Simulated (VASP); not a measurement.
Level of theory: PBE GGA, VASP's PBE PAW potentials (set 64) (plane waves; VASP).

A VASP calculation is set up with these files.

### POSCAR
```
AlGa31As32
1
   11.5222104216     0.0000000000     0.0000000000
    0.0000000000    11.5222104216    -0.0000000000
   -0.0000000000    -0.0000000000    11.5222104216
Ga As Al
31 32 1
Direct
  0.5000000000   0.0000000000   0.0000000000
  0.7500000000   0.2500000000   0.0000000000
  0.7500000000   0.0000000000   0.2500000000
  0.0000000000   0.0000000000   0.0000000000
  0.2500000000   0.2500000000   0.0000000000
  0.5000000000   0.5000000000   0.0000000000
  0.7500000000   0.7500000000   0.0000000000
  0.2500000000   0.0000000000   0.2500000000
  0.5000000000   0.2500000000   0.2500000000
  0.7500000000   0.5000000000   0.2500000000
  0.5000000000   0.0000000000   0.5000000000
  0.7500000000   0.2500000000   0.5000000000
  0.7500000000   0.0000000000   0.7500000000
  0.0000000000   0.5000000000   0.0000000000
  0.2500000000   0.7500000000   0.0000000000
  0.0000000000   0.2500000000   0.2500000000
  0.2500000000   0.5000000000   0.2500000000
  0.5000000000   0.7500000000   0.2500000000
  0.0000000000   0.0000000000   0.5000000000
  0.2500000000   0.2500000000   0.5000000000
  0.7500000000   0.7500000000   0.5000000000
  0.2500000000   0.0000000000   0.7500000000
  0.5000000000   0.2500000000   0.7500000000
  0.7500000000   0.5000000000   0.7500000000
  0.0000000000   0.7500000000   0.2500000000
  0.0000000000   0.5000000000   0.5000000000
  0.2500000000   0.7500000000   0.5000000000
  0.0000000000   0.2500000000   0.7500000000
  0.2500000000   0.5000000000   0.7500000000
  0.5000000000   0.7500000000   0.7500000000
  0.0000000000   0.7500000000   0.7500000000
  0.6250000000   0.1250000000   0.1250000000
  0.8750000000   0.3750000000   0.1250000000
  0.8750000000   0.1250000000   0.3750000000
  0.1250000000   0.1250000000   0.1250000000
  0.3750000000   0.3750000000   0.1250000000
  0.6250000000   0.6250000000   0.1250000000
  0.8750000000   0.8750000000   0.1250000000
  0.3750000000   0.1250000000   0.3750000000
  0.6254130000   0.3791350000   0.3785160000
  0.8750000000   0.6250000000   0.3750000000
  0.6250000000   0.1250000000   0.6250000000
  0.8750000000   0.3750000000   0.6250000000
  0.8750000000   0.1250000000   0.8750000000
  0.1250000000   0.6250000000   0.1250000000
  0.3750000000   0.8750000000   0.1250000000
  0.1250000000   0.3750000000   0.3750000000
  0.3759360000   0.6266890000   0.3753570000
  0.6250000000   0.8750000000   0.3750000000
  0.1250000000   0.1250000000   0.6250000000
  0.3760740000   0.3791450000   0.6264650000
  0.6228940000   0.6213760000   0.6265390000
  0.8750000000   0.8750000000   0.6250000000
  0.3750000000   0.1250000000   0.8750000000
  0.6250000000   0.3750000000   0.8750000000
  0.8750000000   0.6250000000   0.8750000000
  0.1250000000   0.8750000000   0.3750000000
  0.1250000000   0.6250000000   0.6250000000
  0.3750000000   0.8750000000   0.6250000000
  0.1250000000   0.3750000000   0.8750000000
  0.3750000000   0.6250000000   0.8750000000
  0.6250000000   0.8750000000   0.8750000000
  0.1250000000   0.8750000000   0.8750000000
  0.4995300000   0.4975620000   0.5034130000
```

File KPOINTS:
```
Automatic mesh
0
Gamma
1 1 1
0 0 0
```

### INCAR
```
SYSTEM = AlGa31As32
PREC = Normal; ENCUT = 400; LREAL = Auto
LASPH = .TRUE.; ISYM = 0
EDIFF = 1E-5; NELM = 100; NELMIN = 4
ALGO = Fast; LMAXMIX = 4
ISMEAR = 0; SIGMA = 0.05
GGA = PE
IBRION = 2; NSW = 60; ISIF = 2
EDIFFG = -0.03
LWAVE = .TRUE.; LCHARG = .FALSE.
```

POTCAR, in this order: Ga As Al (PBE.64 set). Program: vasp_gam.

Output of the run:

### OSZICAR
```
       N       E                     dE             d eps       ncg     rms          rms(c)
DAV:   1     0.152396676483E+04    0.15240E+04   -0.92458E+04   322   0.112E+03
DAV:   2    -0.730099975859E+02   -0.15970E+04   -0.15109E+04   411   0.201E+02
DAV:   3    -0.260098017976E+03   -0.18709E+03   -0.18319E+03   388   0.718E+01
DAV:   4    -0.265999253619E+03   -0.59012E+01   -0.58536E+01   372   0.133E+01
DAV:   5    -0.266145288444E+03   -0.14603E+00   -0.14572E+00   404   0.207E+00    0.206E+01
RMM:   6    -0.260986151500E+03    0.51591E+01   -0.77085E+00   322   0.383E+00    0.121E+01
RMM:   7    -0.260265224369E+03    0.72093E+00   -0.11226E+01   322   0.451E+00    0.291E+00
RMM:   8    -0.260213701611E+03    0.51523E-01   -0.22034E+00   322   0.249E+00    0.125E+00
RMM:   9    -0.260129074145E+03    0.84627E-01   -0.24176E-01   326   0.841E-01    0.310E-01
RMM:  10    -0.260145475742E+03   -0.16402E-01   -0.11496E-01   326   0.474E-01    0.406E-01
RMM:  11    -0.260136782532E+03    0.86932E-02   -0.25475E-02   322   0.272E-01    0.500E-02
RMM:  12    -0.260137327848E+03   -0.54532E-03   -0.71248E-03   326   0.123E-01    0.826E-02
RMM:  13    -0.260137304028E+03    0.23820E-04   -0.52840E-04   326   0.495E-02    0.758E-02
RMM:  14    -0.260137079070E+03    0.22496E-03   -0.41250E-04   323   0.324E-02    0.222E-02
RMM:  15    -0.260137104332E+03   -0.25263E-04   -0.31478E-04   323   0.237E-02    0.137E-02
RMM:  16    -0.260137100816E+03    0.35168E-05   -0.24753E-05   206   0.107E-02
   1 F= -.26013710E+03 E0= -.26013530E+03  d E =-.260137E+03
       N       E                     dE             d eps       ncg     rms          rms(c)
DAV:   1    -0.260176065666E+03   -0.38961E-01   -0.14543E+00   364   0.213E+00    0.388E-01
RMM:   2    -0.260183505891E+03   -0.74402E-02   -0.88661E-02   322   0.515E-01    0.129E-01
RMM:   3    -0.260184420732E+03   -0.91484E-03   -0.12401E-02   326   0.203E-01    0.750E-02
RMM:   4    -0.260184486102E+03   -0.65371E-04   -0.23999E-03   327   0.872E-02    0.310E-02
RMM:   5    -0.260184542450E+03   -0.56348E-04   -0.57940E-04   350   0.411E-02    0.193E-02
RMM:   6    -0.260184548637E+03   -0.61871E-05   -0.94441E-05   292   0.183E-02
   2 F= -.26018455E+03 E0= -.26018286E+03  d E =-.474478E-01
       N       E                     dE             d eps       ncg     rms          rms(c)
DAV:   1    -0.260187887449E+03   -0.33450E-02   -0.27559E-01   356   0.926E-01    0.172E-01
RMM:   2    -0.260189332800E+03   -0.14454E-02   -0.17220E-02   322   0.229E-01    0.565E-02
RMM:   3    -0.260189521779E+03   -0.18898E-03   -0.24697E-03   327   0.912E-02    0.326E-02
RMM:   4    -0.260189538180E+03   -0.16401E-04   -0.47069E-04   328   0.389E-02    0.145E-02
RMM:   5    -0.260189548810E+03   -0.10631E-04   -0.10985E-04   293   0.185E-02    0.867E-03
RMM:   6    -0.260189550225E+03   -0.14149E-05   -0.16261E-05   206   0.810E-03
   3 F= -.26018955E+03 E0= -.26018785E+03  d E =-.524494E-01
       N       E                     dE             d eps       ncg     rms          rms(c)
DAV:   1    -0.260191382910E+03   -0.18341E-02   -0.82168E-02   340   0.528E-01    0.100E-01
RMM:   2    -0.260191842282E+03   -0.45937E-03   -0.56286E-03   322   0.133E-01    0.307E-02
RMM:   3    -0.260191912388E+03   -0.70106E-04   -0.84254E-04   326   0.533E-02    0.194E-02
RMM:   4    -0.260191916335E+03   -0.39467E-05   -0.14834E-04   324   0.221E-02    0.859E-03
RMM:   5    -0.260191919214E+03   -0.28795E-05   -0.32600E-05   225   0.104E-02
   4 F= -.26019192E+03 E0= -.26019022E+03  d E =-.236899E-02
       N       E                     dE             d eps       ncg     rms          rms(c)
DAV:   1    -0.260192101977E+03   -0.18564E-03   -0.14821E-02   364   0.224E-01    0.429E-02
RMM:   2    -0.260192188091E+03   -0.86113E-04   -0.10434E-03   322   0.575E-02    0.133E-02
RMM:   3    -0.260192202127E+03   -0.14036E-04   -0.16302E-04   317   0.233E-02    0.857E-03
RMM:   4    -0.260192203077E+03   -0.94948E-06   -0.27592E-05   212   0.963E-03
   5 F= -.26019220E+03 E0= -.26019050E+03  d E =-.265285E-02
       N       E                     dE             d eps       ncg     rms          rms(c)
DAV:   1    -0.260192206752E+03   -0.46250E-05   -0.36733E-04   380   0.355E-02    0.688E-03
RMM:   2    -0.260192209405E+03   -0.26530E-05   -0.29045E-05   200   0.975E-03    0.276E-03
RMM:   3    -0.260192209926E+03   -0.52136E-06   -0.47862E-06   161   0.408E-03    0.192E-03
RMM:   4    -0.260192209969E+03   -0.42315E-07   -0.39945E-07    57   0.169E-03
   6 F= -.26019221E+03 E0= -.26019051E+03  d E =-.265974E-02
       N       E                     dE             d eps       ncg     rms          rms(c)
DAV:   1    -0.260192708127E+03   -0.49820E-03   -0.11447E-02   340   0.203E-01    0.386E-02
RMM:   2    -0.260192762327E+03   -0.54201E-04   -0.71038E-04   322   0.494E-02    0.138E-02
RMM:   3    -0.260192773501E+03   -0.11174E-04   -0.12430E-04   315   0.206E-02    0.904E-03
RMM:   4    -0.260192773598E+03   -0.96119E-07   -0.15305E-05   200   0.798E-03
   7 F= -.26019277E+03 E0= -.26019107E+03  d E =-.563629E-03
       N       E                     dE             d eps       ncg     rms          rms(c)
DAV:   1    -0.260192936113E+03   -0.16261E-03   -0.15897E-02   356   0.239E-01    0.458E-02
RMM:   2    -0.260193011931E+03   -0.75818E-04   -0.99575E-04   322   0.585E-02    0.166E-02
RMM:   3    -0.260193028743E+03   -0.16812E-04   -0.18122E-04   341   0.246E-02    0.111E-02
RMM:   4    -0.260193028967E+03   -0.22374E-06   -0.21641E-05   209   0.955E-03
   8 F= -.26019303E+03 E0= -.26019133E+03  d E =-.818998E-03
```

OUTCAR:
```
------------------------ aborting loop because EDIFF is reached ----------------------------------------
  FORCE on cell =-STRESS in cart. coord.  units (eV):
  Direction    XX          YY          ZZ          XY          YZ          ZX
  --------------------------------------------------------------------------------------
  Total        1.4304545      1.4213770      1.4230550      0.0536194     -0.0054864     -0.0107645
  in kB        1.4982256      1.4887181      1.4904756      0.0561597     -0.0057463     -0.0112745
  external PRESSURE =       1.4924731 kB  Pullay stress =       0.0000000 kB
  volume of cell :     1529.70
      direct lattice vectors                 reciprocal lattice vectors
    11.522210422  0.000000000  0.000000000     0.086788903  0.000000000  0.000000000
     0.000000000 11.522210422  0.000000000     0.000000000  0.086788903  0.000000000
     0.000000000  0.000000000 11.522210422     0.000000000  0.000000000  0.086788903
  FREE ENERGIE OF THE ION-ELECTRON SYSTEM (eV)
  ---------------------------------------------------
  free  energy   TOTEN  =      -260.1930289668 eV

  energy  without entropy=     -260.1896231288  energy(sigma->0) =     -260.19132605

 reached required accuracy - stopping structural energy minimisation
```
(Selected blocks of OUTCAR.)

### CONTCAR
```
AlGa31As32
   1.00000000000000
    11.5222104216000005    0.0000000000000000    0.0000000000000000
     0.0000000000000000   11.5222104216000005    0.0000000000000000
     0.0000000000000000    0.0000000000000000   11.5222104216000005
  Ga              As              Al
    31    32     1
Direct
     0.5000183238511382    0.0001109088090093    0.0001464142315714
     0.7500188029249878    0.2498236330426740    0.0002775350965303
     0.7499852148602126    0.9999932643745223    0.2500363147545360
     0.9999776963195712    0.9999639109573303    0.9999783432280792
     0.2501532863239376    0.2500502799925819    0.0001578799226089
     0.4999153430126972    0.4998965186038195    0.0001599650521771
     0.7499848961015073    0.7500142445090826    0.9999803726171428
     0.2501334042434774    0.0001739989715418    0.2501177995014957
     0.5006020032730882    0.2506788997638702    0.2507051800803481
     0.7499910091126932    0.5001717405346471    0.2502849329409610
     0.4999339897074842    0.0000430384334825    0.4999163393450145
     0.7498899405566046    0.2502278855080365    0.5000160282654051
     0.7499984243194056    0.9999655985546969    0.7499379478909949
     0.9999309426881543    0.5000140837597888    0.0002232496443458
     0.2498682550590317    0.7501008411344260    0.0002484255036494
     0.0000541490143873    0.2500920167257268    0.2500645749101468
     0.2504360007404254    0.5004478031937551    0.2504118132497231
     0.5000350563667287    0.7500326226353167    0.2501572561174581
     0.9998816128901208    0.9999846097587726    0.5000503302094687
     0.2503205133752653    0.2504030129490984    0.5004633317075231
     0.7494039555436599    0.7493519677236049    0.5006097378690898
     0.2499788686512136    0.0000244650010860    0.7499772943360272
     0.4999724647621325    0.2500507062765916    0.7500970964079935
     0.7502410440161671    0.4996950789974591    0.7504193628787248
     0.0000395898222645    0.7500507083460300    0.2500127290668216
     0.0000357357994384    0.4999385478924219    0.4998932514888228
     0.2501560290153996    0.7500099838788085    0.4998691348363201
     0.0001380351210917    0.2498919138453425    0.7499838512363726
     0.2494291819141108    0.5005339526331749    0.7506062107520489
     0.5000191423004015    0.7500062239437665    0.7501587127609874
     0.9998797995176938    0.7501433197525673    0.7499332280380578
     0.6248292574863173    0.1251767417013972    0.1253074998497784
     0.8749336273681301    0.3750761188900031    0.1251237098640406
     0.8749617645513640    0.1250984561692620    0.3751128017555524
     0.1249974681772347    0.1250167744039276    0.1249984460070145
     0.3751527536404811    0.3749994228931169    0.1253474131545440
     0.6249941584567913    0.6250111802093975    0.1250009755085468
     0.8749860327144341    0.8750112838230125    0.1249993734256380
     0.3751021485783640    0.1253792966939481    0.3750958083346999
     0.6245469502018011    0.3760967823870042    0.3760619103794309
     0.8749231046337018    0.6251400631266218    0.3752409770107906
     0.6249777293811769    0.1250778547728253    0.6250257912371533
     0.8751192771191040    0.3749367312911278    0.6250501433862828
     0.8750145362288791    0.1250066354702112    0.8750057659394541
     0.1250523396690362    0.6248789994046683    0.1251447413760245
     0.3750510979442138    0.8750824159999581    0.1250720341911261
     0.1252417601825740    0.3750401226422115    0.3750657815811272
     0.3755852130247437    0.6247908125190257    0.3756081072129569
     0.6251273388525795    0.8748535206928678    0.3752126118442103
     0.1250862683659217    0.1250596840619037    0.6249151044576674
     0.3751471849347766    0.3757741357292375    0.6252540236094533
     0.6244629848807811    0.6242391754887375    0.6251470551128030
     0.8747797191233444    0.8748781401113183    0.6248503004922574
     0.3750584177854744    0.1250186595356048    0.8750195037724110
     0.6249713366981060    0.3748671201313462    0.8751908748584610
     0.8751191981299190    0.6249347059271692    0.8751055713644348
     0.1250220610040036    0.8751092659540672    0.3750920259742321
     0.1248816559026412    0.6251673128836516    0.6249259057662211
     0.3750198610534366    0.8749882128010338    0.6250615236030671
     0.1248375274108779    0.3749810227800923    0.8752397585748948
     0.3750132476309432    0.6251318060222467    0.8752595638875380
     0.6249095663452039    0.8751109083642369    0.8750750884476037
     0.1250011887162602    0.8750164403203294    0.8749925872903220
     0.4995175126029011    0.5000714162954034    0.5007925767898197
```

File OUTCAR:
```
 val. band max:        2.3850136419   @ k =   0.0000   0.0000   0.0000

 cond. band min:       2.5667198003   @ k =   0.0000   0.0000   0.0000


 Fermi energy:         2.4820336598

 k-point     1 :       0.0000    0.0000    0.0000
  band No.  band energies     occupation
      1      -9.9087      2.00000
      2      -9.1099      2.00000
      3      -9.1095      2.00000
      4      -9.1093      2.00000
      5      -9.1084      2.00000
      6      -9.1080      2.00000
      7      -9.0756      2.00000
      8      -8.5041      2.00000
      9      -8.5030      2.00000
     10      -8.5024      2.00000
     11      -8.5019      2.00000
     12      -8.5018      2.00000
     13      -8.5014      2.00000
     14      -8.5011      2.00000
     15      -8.5010      2.00000
     16      -8.5009      2.00000
     17      -8.5006      2.00000
     18      -8.4999      2.00000
     19      -8.4613      2.00000
     20      -8.4142      2.00000
     21      -8.4139      2.00000
     22      -8.4133      2.00000
     23      -8.3786      2.00000
     24      -7.7580      2.00000
     25      -7.7576      2.00000
     26      -7.7572      2.00000
     27      -7.7240      2.00000
     28      -7.7233      2.00000
     29      -7.7227      2.00000
     30      -7.7208      2.00000
     31      -7.7205      2.00000
     32      -7.7204      2.00000
     33      -4.1693      2.00000
     34      -4.1687      2.00000
     35      -4.1386      2.00000
     36      -3.9954      2.00000
     37      -3.9951      2.00000
     38      -3.9946      2.00000
     39      -3.9940      2.00000
     40      -3.9937      2.00000
     41      -3.9581      2.00000
     42      -3.9433      2.00000
     43      -3.9424      2.00000
     44      -3.9414      2.00000
     45      -3.7721      2.00000
     46      -3.0996      2.00000
     47      -3.0977      2.00000
     48      -3.0971      2.00000
     49      -3.0897      2.00000
     50      -3.0889      2.00000
     51      -3.0885      2.00000
...
```

The supercell is sampled at Γ alone, which is coarse: total energies, pressure and levels can be off, energies of defects by several tenths of an eV.

The cell is a supercell with a defect, built from GaAs (zinc blende): Al_Ga. The run is not spin-polarised, so no state with unpaired spins was tried.
